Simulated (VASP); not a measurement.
Input of a VASP 6.6.1 run:

INCAR

```
PREC = Accurate
ENCUT = 600
EDIFF = 1E-7
ISMEAR = 1
SIGMA = 0.1
LREAL = False
LASPH = True
NELM = 80
ALGO = Normal
ISIF = 3
LWAVE = False
LCHARG = False
GGA = PS
IBRION = 2
NSW = 90
EDIFFG = -0.005
KPAR = 4
```

KPOINTS

```
regular mesh
0
Gamma
  10 10 10
```

The input POSCAR:

```
GaCuSe2                                 
1.0
   -2.7882980071      2.7882980071      5.5400700783
    2.7882980071     -2.7882980071      5.5400700783
    2.7882980071      2.7882980071     -5.5400700783
  Ga              Cu              Se            
     2     2     4
Direct
     0.5000000000000000    0.5000000000000000    0.0000000000000000
     0.2500000000000000    0.7500000000000000    0.5000000000000000
     1.0000000000000000    0.0000000000000000    0.0000000000000000
     0.7500000000000000    0.2500000000000000    0.5000000000000000
     0.3750000000000000    0.3672140960340519    0.4922140960340519
     0.6327859039659482    0.1250000000000000    0.0077859039659481
     0.8750000000000000    0.8827859039659482    0.5077859039659482
     0.1172140960340519    0.6250000000000000    0.9922140960340518
```

Potentials or basis: VASP PAW PBE potentials, release 64 (Ga_d, Cu, Se).

Command:

```console
$ cat potpaw_PBE.64/Ga_d/POTCAR potpaw_PBE.64/Cu/POTCAR potpaw_PBE.64/Se/POTCAR > POTCAR
$ mpirun -np 4 vasp_std > vasp.out
```

Problem. What does it give for the band gap on the k mesh?

Solution. 0.14 eV, direct.

Forces in eV/Å, atoms in the order of the input:
```
Ga   0.000  0.000  0.000
Ga   0.000  0.000  0.000
Cu   0.000  0.000  0.000
Cu   0.000  0.000  0.000
Se   0.004  0.000  0.000
Se   0.000 -0.004  0.000
Se  -0.004  0.000  0.000
Se   0.000  0.004  0.000
```

Caveat: the relaxation stopped at its first step, so nothing moved; the PAW data sets were made with another functional, which shifts forces and pressure a little.
